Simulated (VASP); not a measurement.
# MoS2: convergence with the SCF threshold and SCF solver, part 2 of 3

How sensitive are energy, pressure and forces of MoS2 to the SCF threshold and SCF solver? The series runs use PBE. The start is a cell from a database of measured crystal structures.

VASP 6.6.1; PBE; plane waves and PAW (Mo_sv, S).

Still holding for the runs below: Spin-orbit coupling is off here; it would split degenerate levels.

So far. Step 7 (SCF threshold: EDIFF = 1E-08): Against the run before the energy stays within 0.01 meV an atom and the pressure within 0.01 GPa, after 18 cycles in 11 s.

### 9. SCF solver: ALGO = Normal

This step: PBE; plane waves and PAW (Mo_sv, S) (VASP 6.6.1).

All solvers should reach one answer; they differ in cycles and robustness.

The input, INCAR:

```
SYSTEM = MoS2
PREC = Accurate
ENCUT = 400
EDIFF = 1E-06
NELM = 100
ISMEAR = -1
SIGMA = 0.05
LREAL = .FALSE.
ALGO = Normal
GGA = PE
NBANDS = 19
LASPH = .TRUE.
LORBIT = 11
LWAVE = .FALSE.
LCHARG = .FALSE.
KPAR = 4
ISIF = 2
```

The input, POSCAR:

```
MoS2
1.0
    1.5800000000      2.7366402759      0.0000000000
   -1.5800000000      2.7366402759      0.0000000000
    0.0000000000     -1.8244268506      6.1500000000
Mo S
1 2
Direct
    0.0000000000      0.0000000000      0.0000000000
    0.2500000000      0.2500000000      0.7500000000
    0.4170000000      0.4170000000      0.2510000000
```

The input, KPOINTS:

```
Automatic mesh
0
Gamma
8 8 8
0 0 0
```

Potentials, in the order of the species: Mo_sv and S (PBE family, release 64).

Launch:

```sh
mpirun -np 4 vasp_std
```

Output:

```text
[... set-up lines as in an earlier step ...]
 entering main loop
       N       E                     dE             d eps       ncg     rms          rms(c)
[... 14 cycles as in an earlier step ...]
   1 F= -.21786072E+02 E0= -.21786072E+02  d E =-.940518E-06
```

Run time: 9 s. Hardware: 4 MPI ranks of AMD EPYC 9R45, shared host; peak memory 0.61 GiB.

OUTCAR, selected parts (step 9):

```text
   NELECT =      26.0000    total number of electrons

 E-fermi :   8.1034

 k-point     1 :       0.0000    0.0000    0.0000
  band No.  band energies     occupation
    ...
      9       4.1863      2.00000
     10       5.3196      2.00000
     11       5.3196      2.00000
     12       6.3843      2.00000
     13       6.4894      2.00000
     14       9.6843      0.00000
     15       9.6843      0.00000
     16      10.1043      0.00000
     17      10.1043      0.00000
     18      13.1680      0.00000
    ...

[... 12 parts as in an earlier step ...]

[... 9 further parts left out ...]
```

This step gave:

```yaml
scf_cycles: 14
fermi_energy: 8.103 eV
pressure: 4.934 GPa
```

The series starts at -7.2620 eV an atom and 4.93 GPa, after 14 cycles in 9 s.

### 10. SCF solver: ALGO = Fast

Edit INCAR of step 9 so:

```diff
@@ -8,3 +8,3 @@
 LREAL = .FALSE.
-ALGO = Normal
+ALGO = Fast
 GGA = PE
```

POSCAR is that of step 9.

KPOINTS is that of step 9.

Launch:

```sh
mpirun -np 4 vasp_std
```

Output:

```text
[... set-up lines as in an earlier step ...]
 entering main loop
       N       E                     dE             d eps       ncg     rms          rms(c)
[... 5 cycles as in an earlier step ...]
RMM:   6    -0.220955774318E+02    0.11310E+01   -0.51381E+00  2643   0.142E+01    0.906E+00
RMM:   7    -0.218234166721E+02    0.27216E+00   -0.75093E-01  2559   0.556E+00    0.632E+00
RMM:   8    -0.217881284476E+02    0.35288E-01   -0.39240E-01  2729   0.372E+00    0.104E+00
RMM:   9    -0.217854556708E+02    0.26728E-02   -0.42506E-02  2985   0.158E+00    0.263E-01
[...]
RMM:  13    -0.217860710201E+02   -0.47486E-05   -0.55001E-05  3176   0.513E-02    0.105E-02
RMM:  14    -0.217860722417E+02   -0.12216E-05   -0.94134E-06  2644   0.207E-02    0.236E-03
RMM:  15    -0.217860724452E+02   -0.20352E-06   -0.21987E-06  1974   0.970E-03
   1 F= -.21786072E+02 E0= -.21786072E+02  d E =-.940597E-06
```

It took 10 s on 4 MPI ranks; peak memory 0.61 GiB.

OUTCAR, selected parts (step 10):

```text
  Total        1.3787149      1.3787149      2.1574660     -0.0000000      0.0000000     -0.0000000
  in kB       41.5341310     41.5341310     64.9942032     -0.0000000      0.0000000     -0.0000000
  external PRESSURE =      49.3541551 kB  Pullay stress =       0.0000000 kB

 POSITION                                       TOTAL-FORCE (eV/Angst)
 -----------------------------------------------------------------------------------
      0.00000      0.00000      0.00000         0.000000      0.000000      0.086631
      0.00000      0.00000      4.61250         0.000000     -0.000000     -0.509702
      0.00000      1.82443      1.54365         0.000000     -0.000000      0.423071
 -----------------------------------------------------------------------------------
    total drift:                               -0.000000      0.000004      0.000162

  FREE ENERGIE OF THE ION-ELECTRON SYSTEM (eV)
  ---------------------------------------------------
  free  energy   TOTEN  =       -21.7860724452 eV

  energy  without entropy=      -21.7860715046  energy(sigma->0) =      -21.78607197

[... 2 parts as in an earlier step ...]

[... 1 further part left out ...]
[key lines of the parts left out:]
E-fermi :   8.1035
```

Against the first of the series the energy stays within 0.01 meV an atom and the pressure within 0.01 GPa, after 15 cycles in 10 s.

### 11. SCF solver: ALGO = VeryFast

Edit INCAR of step 10 so:

```diff
@@ -8,3 +8,3 @@
 LREAL = .FALSE.
-ALGO = Fast
+ALGO = VeryFast
 GGA = PE
```

POSCAR is that of step 10.

KPOINTS is that of step 10.

Launch:

```sh
mpirun -np 4 vasp_std
```

Output:

```text
[... set-up lines as in an earlier step ...]
 entering main loop
       N       E                     dE             d eps       ncg     rms          rms(c)
RMM:   1     0.267431645657E+03    0.26743E+03   -0.84785E+03  1235   0.892E+02
RMM:   2    -0.166546352606E+02   -0.28409E+03   -0.30376E+03  1235   0.271E+02
RMM:   3    -0.444700116705E+01    0.12208E+02   -0.52882E+02  1235   0.140E+02
RMM:   4    -0.172392069095E+02   -0.12792E+02   -0.10064E+02  1235   0.584E+01
[...]
RMM:  19    -0.217860700612E+02   -0.14483E-04   -0.68495E-05  3083   0.668E-02    0.184E-02
RMM:  20    -0.217860719867E+02   -0.19255E-05   -0.14872E-05  2978   0.289E-02    0.864E-03
RMM:  21    -0.217860723242E+02   -0.33751E-06   -0.26629E-06  2343   0.115E-02
   1 F= -.21786072E+02 E0= -.21786072E+02  d E =-.940210E-06
```

It took 13 s on 4 MPI ranks; peak memory 0.6 GiB.

From OUTCAR (step 11):

```text
  Total        1.3819779      1.3819779      2.1597935      0.0000000      0.0000000      0.0000000
  in kB       41.6324297     41.6324297     65.0643201      0.0000000      0.0000000      0.0000000
  external PRESSURE =      49.4430598 kB  Pullay stress =       0.0000000 kB

 POSITION                                       TOTAL-FORCE (eV/Angst)
 -----------------------------------------------------------------------------------
      0.00000      0.00000      0.00000         0.000000      0.000000      0.086641
      0.00000      0.00000      4.61250         0.000000     -0.000000     -0.509410
      0.00000      1.82443      1.54365         0.000000      0.000000      0.422769
 -----------------------------------------------------------------------------------
    total drift:                                0.000000      0.000004      0.000156

  FREE ENERGIE OF THE ION-ELECTRON SYSTEM (eV)
  ---------------------------------------------------
  free  energy   TOTEN  =       -21.7860723242 eV

  energy  without entropy=      -21.7860713840  energy(sigma->0) =      -21.78607185

[... 2 parts as in an earlier step ...]

[... 1 further part left out ...]
[key lines of the parts left out:]
E-fermi :   8.1035
```

Against the first of the series the energy stays within 0.01 meV an atom; the pressure moves by +0.01 GPa, after 21 cycles in 13 s.

### 12. SCF solver: ALGO = All

Edit INCAR of step 11 so:

```diff
@@ -8,3 +8,3 @@
 LREAL = .FALSE.
-ALGO = VeryFast
+ALGO = All
 GGA = PE
```

POSCAR is that of step 11.

KPOINTS is that of step 11.

Launch:

```sh
mpirun -np 4 vasp_std
```

Output:

```text
[... set-up lines as in an earlier step ...]
 entering main loop
       N       E                     dE             d eps       ncg     rms           ort
DAV:   1     0.153180433473E+03    0.15318E+03   -0.12689E+04  1235   0.110E+03
DAV:   2    -0.173569439509E+02   -0.17054E+03   -0.16642E+03  1235   0.294E+02
DAV:   3    -0.231617734010E+02   -0.58048E+01   -0.57588E+01  1235   0.510E+01
DAV:   4    -0.232256773735E+02   -0.63904E-01   -0.63875E-01  1235   0.569E+00
DAV:   5    -0.232265692886E+02   -0.89192E-03   -0.89186E-03  1235   0.642E-01
SDA:   6    -0.179560367531E+02    0.52705E+01   -0.89186E-03  1235   0.231E+02   0.000E+00
 gam= 0.000 g(H,U,f)=  0.112E+02 0.118E+02 0.400E-05 ort(H,U,f) = 0.000E+00 0.000E+00 0.000E+00
 gam= 0.000 trial= 0.400  step=  0.2753 mean=  0.4000
CGA:   7    -0.212639394392E+02   -0.33079E+01   -0.31741E+01  1235   0.184E+01  -0.103E+00
 gam= 0.080 g(H,U,f)=  0.155E+01 0.284E+00 0.236E-06 ort(H,U,f) =-0.144E+01 0.134E+01-0.117E-05
 gam= 0.080 trial= 0.388  step=  0.4021 mean=  0.3875
[...]
gam= 0.291 trial= 0.427  step=  0.6232 mean=  0.4266
CGA:  15    -0.217860410580E+02   -0.75741E-04   -0.76283E-04  1235   0.831E-04  -0.553E-05
 gam= 0.336 g(H,U,f)=  0.738E-04 0.926E-05 0.356E-10 ort(H,U,f) =-0.673E-05 0.120E-05 0.449E-10
 gam= 0.336 trial= 0.446  step=  0.5439 mean=  0.4462
CGA:  16    -0.217860631097E+02   -0.22052E-04   -0.22087E-04  1235   0.263E-04  -0.710E-06
 gam= 0.317 g(H,U,f)=  0.240E-04 0.227E-05 0.138E-11 ort(H,U,f) =-0.295E-05 0.224E-05 0.621E-11
 gam= 0.317 trial= 0.456  step=  0.5149 mean=  0.4560
CGA:  17    -0.217860698801E+02   -0.67704E-05   -0.67140E-05  1235   0.653E-05   0.196E-05
 gam= 0.248 g(H,U,f)=  0.599E-05 0.538E-06 0.105E-11 ort(H,U,f) = 0.178E-05 0.179E-06 0.151E-11
 gam= 0.248 trial= 0.462  step=  0.5403 mean=  0.4619
CGA:  18    -0.217860717885E+02   -0.19083E-05   -0.18959E-05  1235   0.145E-05   0.310E-06
 gam= 0.222 g(H,U,f)=  0.135E-05 0.104E-06 0.759E-13 ort(H,U,f) = 0.635E-07 0.247E-06-0.119E-13
 gam= 0.222 trial= 0.470  step=  0.8824 mean=  0.4697
SDA:  19    -0.217860723362E+02   -0.54772E-06   -0.67142E-06  1235   0.616E-06  -0.601E-06
 gam= 0.000 g(H,U,f)=  0.608E-06 0.794E-08 0.820E-13 ort(H,U,f) =-0.598E-06-0.296E-08-0.608E-13
 gam= 0.000 trial= 0.511  step=  0.5648 mean=  0.5110
 final diagonalization occupied
   1 F= -.21786072E+02 E0= -.21786072E+02  d E =-.941022E-06
```

It took 12 s on 4 MPI ranks; peak memory 0.74 GiB; 42 s of CPU time.

OUTCAR, selected parts (step 12):

```text
  Total        1.3775853      1.3775853      2.1561846     -0.0000000      0.0000000     -0.0000000
  in kB       41.5001019     41.5001019     64.9556019     -0.0000000      0.0000000     -0.0000000
  external PRESSURE =      49.3186019 kB  Pullay stress =       0.0000000 kB

 POSITION                                       TOTAL-FORCE (eV/Angst)
 -----------------------------------------------------------------------------------
      0.00000      0.00000      0.00000         0.000000     -0.000000      0.086806
      0.00000      0.00000      4.61250         0.000000      0.000000     -0.510599
      0.00000      1.82443      1.54365         0.000000     -0.000000      0.423793
 -----------------------------------------------------------------------------------
    total drift:                               -0.000000      0.000004      0.000362

  FREE ENERGIE OF THE ION-ELECTRON SYSTEM (eV)
  ---------------------------------------------------
  free  energy   TOTEN  =       -21.7860723362 eV

  energy  without entropy=      -21.7860713952  energy(sigma->0) =      -21.78607187

[... 2 parts as in an earlier step ...]

[... 1 further part left out ...]
[key lines of the parts left out:]
E-fermi :   8.1036
```

Against the first of the series the energy stays within 0.01 meV an atom and the pressure within 0.01 GPa, after 19 cycles in 12 s.

### 13. SCF solver: ALGO = Damped

Edit INCAR of step 12 so:

```diff
@@ -8,3 +8,3 @@
 LREAL = .FALSE.
-ALGO = All
+ALGO = Damped
 GGA = PE
```

POSCAR is that of step 12.

KPOINTS is that of step 12.

Launch:

```sh
mpirun -np 4 vasp_std
```

Output:

```text
[... set-up lines as in an earlier step ...]
 entering main loop
       N       E                     dE             d eps       ncg     rms           ort
DAV:   1     0.239777965238E+03    0.23978E+03   -0.11784E+04  1235   0.110E+03
DAV:   2     0.982286885886E+01   -0.22996E+03   -0.22423E+03  1235   0.355E+02
DAV:   3    -0.186461854915E+02   -0.28469E+02   -0.27534E+02  1235   0.122E+02
DAV:   4    -0.225017832482E+02   -0.38556E+01   -0.37488E+01  1235   0.407E+01
[...]
DMP:  21    -0.217860703271E+02   -0.49745E-05   -0.29433E-05  1235   0.579E-05   0.410E-05
DMP:  22    -0.217860712642E+02   -0.93716E-06   -0.14959E-05  1235   0.497E-05  -0.322E-05
DMP:  23    -0.217860721736E+02   -0.90941E-06   -0.36630E-06  1235   0.698E-06   0.571E-06
 final diagonalization occupied
   1 F= -.21786072E+02 E0= -.21786072E+02  d E =-.940329E-06
```

Elapsed: 12 s, on 4 MPI ranks; peak memory 0.74 GiB; 40 s of CPU time.

OUTCAR, selected parts (step 13):

```text
  Total        1.3756995      1.3756995      2.1521806      0.0000000      0.0000000     -0.0000000
  in kB       41.4432924     41.4432924     64.8349811      0.0000000      0.0000000     -0.0000000
  external PRESSURE =      49.2405220 kB  Pullay stress =       0.0000000 kB

 POSITION                                       TOTAL-FORCE (eV/Angst)
 -----------------------------------------------------------------------------------
      0.00000      0.00000      0.00000         0.000000      0.000000      0.087027
      0.00000      0.00000      4.61250         0.000000      0.000000     -0.513410
      0.00000      1.82443      1.54365         0.000000      0.000000      0.426383
 -----------------------------------------------------------------------------------
    total drift:                                0.000000      0.000004      0.000626

  FREE ENERGIE OF THE ION-ELECTRON SYSTEM (eV)
  ---------------------------------------------------
  free  energy   TOTEN  =       -21.7860721736 eV

  energy  without entropy=      -21.7860712333  energy(sigma->0) =      -21.78607170

[... 2 parts as in an earlier step ...]

[... 1 further part left out ...]
[key lines of the parts left out:]
E-fermi :   8.1035
```

Against the first of the series the energy stays within 0.01 meV an atom; the pressure moves by -0.01 GPa, after 23 cycles in 12 s.

### 14. SCF solver: AMIX = 0.1, BMIX = 0.01

Edit INCAR of step 13 so:

```diff
@@ -8,3 +8,3 @@
 LREAL = .FALSE.
-ALGO = Damped
+ALGO = Normal
 GGA = PE
@@ -17 +17,3 @@
 ISIF = 2
+AMIX = 0.1
+BMIX = 0.01
```

POSCAR is that of step 13.

KPOINTS is that of step 13.

Launch:

```sh
mpirun -np 4 vasp_std
```

Output:

```text
[... set-up lines as in an earlier step ...]
 entering main loop
       N       E                     dE             d eps       ncg     rms          rms(c)
[... 5 cycles as in an earlier step ...]
DAV:   6    -0.223992319630E+02    0.82734E+00   -0.10154E+00  2830   0.645E+00    0.198E+01
DAV:   7    -0.219231007505E+02    0.47613E+00   -0.29755E+00  2799   0.109E+01    0.957E+00
DAV:   8    -0.218379059155E+02    0.85195E-01   -0.14990E+00  2575   0.610E+00    0.399E+00
DAV:   9    -0.218230343309E+02    0.14872E-01   -0.32613E-01  2720   0.343E+00    0.283E+00
[...]
DAV:  15    -0.217860804211E+02    0.97735E-05   -0.21503E-04  2788   0.110E-01    0.433E-02
DAV:  16    -0.217860765707E+02    0.38503E-05   -0.32903E-05  2985   0.332E-02    0.581E-02
DAV:  17    -0.217860756207E+02    0.95005E-06   -0.16323E-06  2241   0.903E-03
   1 F= -.21786076E+02 E0= -.21786075E+02  d E =-.940169E-06
```

Wall time 11 s (4 MPI ranks); peak memory 0.62 GiB; 37 s of CPU time.

From OUTCAR (step 14):

```text
  Total        1.3691756      1.3691756      2.1201423     -0.0000000      0.0000000      0.0000000
  in kB       41.2467595     41.2467595     63.8698184     -0.0000000      0.0000000      0.0000000
  external PRESSURE =      48.7877792 kB  Pullay stress =       0.0000000 kB

 POSITION                                       TOTAL-FORCE (eV/Angst)
 -----------------------------------------------------------------------------------
      0.00000      0.00000      0.00000         0.000000     -0.000000      0.086400
      0.00000      0.00000      4.61250         0.000000     -0.000000     -0.509087
      0.00000      1.82443      1.54365         0.000000      0.000000      0.422687
 -----------------------------------------------------------------------------------
    total drift:                                0.000000      0.000004     -0.000094

  FREE ENERGIE OF THE ION-ELECTRON SYSTEM (eV)
  ---------------------------------------------------
  free  energy   TOTEN  =       -21.7860756207 eV

  energy  without entropy=      -21.7860746805  energy(sigma->0) =      -21.78607515

[... 2 parts as in an earlier step ...]

[... 1 further part left out ...]
[key lines of the parts left out:]
E-fermi :   8.1044
```

Against the first of the series the energy stays within 0.01 meV an atom; the pressure moves by -0.06 GPa, after 17 cycles in 11 s.

### 15. SCF solver: AMIX = 0.8

Edit INCAR of step 14 so:

```diff
@@ -17,3 +17,2 @@
 ISIF = 2
-AMIX = 0.1
-BMIX = 0.01
+AMIX = 0.8
```

POSCAR is that of step 14.

KPOINTS is that of step 14.

Launch:

```sh
mpirun -np 4 vasp_std
```

Output:

```text
[... set-up lines as in an earlier step ...]
 entering main loop
       N       E                     dE             d eps       ncg     rms          rms(c)
[... 5 cycles as in an earlier step ...]
DAV:   6    -0.270685027982E+02   -0.38419E+01   -0.51864E+01  2566   0.423E+01    0.177E+01
DAV:   7    -0.233411307134E+02    0.37274E+01   -0.79860E+01  2675   0.527E+01    0.904E+00
DAV:   8    -0.220759473523E+02    0.12652E+01   -0.80289E+00  2513   0.152E+01    0.615E+00
DAV:   9    -0.218174630161E+02    0.25848E+00   -0.88129E-01  2826   0.639E+00    0.173E+00
[...]
DAV:  16    -0.217860882360E+02    0.37915E-04   -0.15461E-04  2778   0.931E-02    0.450E-02
DAV:  17    -0.217860727483E+02    0.15488E-04   -0.96205E-05  2819   0.613E-02    0.474E-02
DAV:  18    -0.217860728085E+02   -0.60245E-07   -0.44302E-06  2743   0.140E-02
   1 F= -.21786073E+02 E0= -.21786072E+02  d E =-.939804E-06
```

The job ended after 12 s (4 MPI ranks; peak memory 0.62 GiB; 39 s of CPU time).

(Part 2 of 3 ends here.)

[Lines on the potential files, build, host, timing and source positions are cut from VASP's logs without a mark.]

[Logs are printed without paths, hosts, clocks, repeated set-up lines and the standing remarks that a program may print on its own settings, such as how far it seeks lower states.]

[Hosts, paths, dates, database ids (printed as entryN), source tags and the programs' standing remarks are cut or masked in the printed files.]

[A measured line is paired with the nearest computed mode of its activity, which favours agreement.]
